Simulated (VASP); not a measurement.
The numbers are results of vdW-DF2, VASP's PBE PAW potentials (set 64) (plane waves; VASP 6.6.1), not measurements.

The input files of a VASP run:

KPOINTS:
```
k-points along high-symmetry lines
12
Line-mode
Reciprocal
  0.000000   0.000000   0.000000 ! GAMMA
 -0.500000  -0.500000  -0.500000 ! T

 -0.500000  -0.500000  -0.500000 ! T
 -0.240257  -0.759743  -0.500000 ! H_2

  0.240257  -0.500000  -0.240257 ! H_0
 -0.000000  -0.500000   0.000000 ! L

 -0.000000  -0.500000   0.000000 ! L
  0.000000   0.000000   0.000000 ! GAMMA

  0.000000   0.000000   0.000000 ! GAMMA
  0.370129  -0.370129   0.000000 ! S_0

 -0.000000  -0.629871  -0.370129 ! S_2
  0.000000  -0.500000  -0.500000 ! F

  0.000000  -0.500000  -0.500000 ! F
  0.000000   0.000000   0.000000 ! GAMMA
```

### INCAR
```
ISMEAR=0   # Gaussian
EDIFF=1E-7   # SCF stop (eV)
SIGMA=0.05
ZAB_VDW=-1.8867
ALGO=Normal
LORBIT=11
ICHARG=11
AGGAC=0.0
LUSE_VDW=T
LMAXMIX=4   # l cut-off of mixed one-centre charges
SYSTEM=Bi
LWAVE=F
LREAL=F
PREC=Accurate
LASPH=T   # aspherical one-centre terms
NELM=100   # most electronic steps
GGA=ML
ENCUT=520
LCHARG=F
```

**POSCAR**
```
Bi
1
    4.5722721647    -2.3569810250     0.0851655471
    4.5722721647     2.3569810250     0.0851655471
    3.2850983763    -0.0000000000     3.9593451299
Bi
2
Direct
  0.2289693128   0.2289693128   0.2289693128
  0.7710306872   0.7710306872   0.7710306872
```

POTCAR, in this order: Bi_d (PBE.64 set). Program: vasp_std. Read from the step before: CHGCAR.

Output of the run:

File OUTCAR:
```
 ion  position               nearest neighbor table
   1  0.229  0.229  0.229-   2 3.17   2 3.17   2 3.17   2 3.86   2 3.86   2 3.86
   2  0.771  0.771  0.771-   1 3.17   1 3.17   1 3.17   1 3.86   1 3.86   1 3.86
  LATTYP: Found a trigonal (rhomboedric) cell.
 ALAT       =     5.1447337609
 COS(alpha) =     0.5802251058
 Subroutine PRICEL returns:
 Original cell was already a primitive cell.
 Subroutine GETGRP returns: Found 12 space group operations
The static configuration has the point symmetry D_3d.
The dynamic configuration has the point symmetry D_3d.
 Subroutine INISYM returns: Found 12 space group operations
   k-points           NKPTS =     84   k-points in BZ     NKDIM =     84   number of bands    NBANDS=     19
   number of dos      NEDOS =    301   number of ions     NIONS =      2
   total plane-waves  NPLWV =  64000
   dimension x,y,z NGX =    40 NGY =   40 NGZ =   40
   dimension x,y,z NGXF=    80 NGYF=   80 NGZF=   80
   ions per type =               2
   PREC   = accura    normal or accurate (medium, high low for compatibility)
   ISTART =      0    job   : 0-new  1-cont  2-samecut
   ICHARG =     11    charge: 1-file 2-atom 10-const
   ISPIN  =      1    spin polarized calculation?
   LNONCOLLINEAR =      F non collinear calculations
   LSORBIT =      F    spin-orbit coupling
   INIWAV =      1    electr: 0-lowe 1-rand  2-diag
   ENCUT  =  520.0 eV  38.22 Ry    6.18 a.u.   9.57  9.57  9.57*2*pi/ulx,y,z
   NELM   =    100;   NELMIN=  2; NELMDL= -5     # of ELM steps
   EDIFF  = 0.1E-06   stopping-criterion for ELM
   LREAL  =      F    real-space projection
   NLSPLINE    = F    spline interpolate recip. space projectors
   LMAXMIX     =    4 max onsite mixed and CHGCAR
   VOSKOWN=      0    Vosko Wilk Nusair interpolation
   EDIFFG = 0.1E-05   stopping-criterion for IOM
   NSW    =      0    number of steps for IOM
   NBLOCK =      1;   KBLOCK =      1    inner block; outer block
   IBRION =     -1    ionic relax: 0-MD 1-quasi-New 2-CG
   NFREE  =      0    steps in history (QN), initial steepest desc. (CG)
   ISIF   =      2    stress and relaxation
   ISYM   =      2    0-nonsym 1-usesym 2-fastsym
   TEIN   =    0.0    initial temperature
...
```

**OSZICAR**
```
       N       E                     dE             d eps       ncg     rms          rms(c)
DAV:   1     0.301817540895E+03    0.30182E+03   -0.16544E+04  3192   0.178E+03
DAV:   2     0.252644123956E+02   -0.27655E+03   -0.27207E+03  3207   0.440E+02
DAV:   3     0.131743571659E+01   -0.23947E+02   -0.23351E+02  3691   0.155E+02
DAV:   4     0.488159595731E+00   -0.82928E+00   -0.82671E+00  3460   0.319E+01
DAV:   5     0.444926542772E+00   -0.43233E-01   -0.43231E-01  4426   0.656E+00
DAV:   6     0.443907435563E+00   -0.10191E-02   -0.10191E-02  4186   0.901E-01
DAV:   7     0.443882811635E+00   -0.24624E-04   -0.24624E-04  4455   0.119E-01
DAV:   8     0.443882389593E+00   -0.42204E-06   -0.42198E-06  4223   0.177E-02
DAV:   9     0.443882383171E+00   -0.64224E-08   -0.66572E-08  2315   0.256E-03
   1 F= 0.44388238E+00 E0= 0.44442379E+00  d E =-.108281E-02
```

### OUTCAR
```
 val. band max:        4.5655018485   @ k =   0.0000  -0.4545   0.0000

 cond. band min:       4.5928188276   @ k =  -0.4055  -0.5945  -0.5000



 k-point     1 :       0.0000    0.0000    0.0000
  band No.  band energies     occupation
      1     -18.0718      2.00000
      2     -18.0718      2.00000
      3     -17.9654      2.00000
      4     -17.9654      2.00000
      5     -17.9486      2.00000
      6     -17.8472      2.00000
      7     -17.8377      2.00000
      8     -17.8377      2.00000
      9     -17.7624      2.00000
     10     -17.7624      2.00000
     11      -7.6485      2.00000
     12      -3.5550      2.00000
     13       3.2447      2.00000
     14       3.6522      2.00000
     15       3.6522      2.00000
     16       6.4450      0.00000
     17       7.0133      0.00000
     18       7.0133      0.00000
     19      10.2138      0.00000

 k-point     2 :      -0.0455   -0.0455   -0.0455
  band No.  band energies     occupation
      1     -18.0712      2.00000
      2     -18.0712      2.00000
      3     -17.9652      2.00000
      4     -17.9652      2.00000
      5     -17.9484      2.00000
      6     -17.8474      2.00000
      7     -17.8379      2.00000
      8     -17.8379      2.00000
      9     -17.7630      2.00000
     10     -17.7630      2.00000
     11      -7.6387      2.00000
     12      -3.5793      2.00000
     13       3.2557      2.00000
     14       3.6574      2.00000
     15       3.6574      2.00000
     16       6.4202      0.00000
     17       6.9811      0.00000
     18       6.9811      0.00000
     19      10.1152      0.00000

 k-point     3 :      -0.0909   -0.0909   -0.0909
  band No.  band energies     occupation
      1     -18.0695      2.00000
      2     -18.0695      2.00000
      3     -17.9645      2.00000
      4     -17.9645      2.00000
      5     -17.9478      2.00000
      6     -17.8479      2.00000
      7     -17.8384      2.00000
      8     -17.8384      2.00000
...
```

The density is held fixed in this step, so its total energy and stress have no physical meaning. Unless said otherwise, spin-orbit coupling is left out, though it shifts the bands of the heavy elements here.

The compound is Bi in the a7 structure. It was relaxed first, which changed the volume by +19 %.
